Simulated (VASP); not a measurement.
Energy against volume of BaTiO$_{3}$ (cubic perovskite). All values below come from LDA (Ceperley-Alder, Perdew-Zunger), VASP's LDA PAW potentials (set 64) (plane waves; VASP). Numerical set-up: 520 eV cut-off, 6×6×6 Γ-centred mesh, Gaussian smearing of 0.050 eV, potentials Ba_sv Ti_sv O.

```csv
V (Å³/atom),E (eV/atom)
11.979,-8.82410
12.350,-8.83118
12.720,-8.82483
13.091,-8.80710
```

**Question.** Fit these four points and predict the energy of the run at 11.609 Å³/atom.

**Answer.** A cubic in V^(−2/3), the third-order Birch-Murnaghan form, passes through the four points with V0 = 12.35 Å³/atom and B0 = 193 GPa, and gives -8.8011 eV/atom there. The run gave -8.8012 eV/atom, -0.0 meV/atom from the fit; all five points give B0 = 193 GPa.

The compound is BaTiO3 in the cubic perovskite structure, the ideal cubic form; the compound distorts at low or room temperature. It was relaxed first.
